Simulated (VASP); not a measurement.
Input:

```
CELL_PARAMETERS angstrom
      0.00000     3.09292     3.09292
      3.09292     0.00000     3.09292
      3.09292     3.09292     0.00000
ATOMIC_POSITIONS crystal
  In 0.00000 0.00000 0.00000
  As 0.25000 0.25000 0.25000
```

Method: PBE GGA, VASP's PBE PAW potentials (set 64) (plane waves; VASP). Numerical set-up: 480 eV cut-off, 10×10×10 Γ-centred mesh, first-order Methfessel-Paxton smearing of 0.10 eV, potentials In_d As.

Unless said otherwise, spin-orbit coupling is left out, though it shifts the bands of the heavy elements here.

Question: What does the run give for the energy per atom (σ→0), band gap (on the k-mesh) with the smallest direct gap where there is one?

Answer: 
| Property | Value |
|---|---|
| band gap (on the k-mesh) | none (metal, semimetal or under 0.01 eV) |
| energy per atom (σ→0) | -3.860 eV/atom |

The compound is InAs in the zinc blende structure. It was relaxed first, which changed the volume by +6 %.
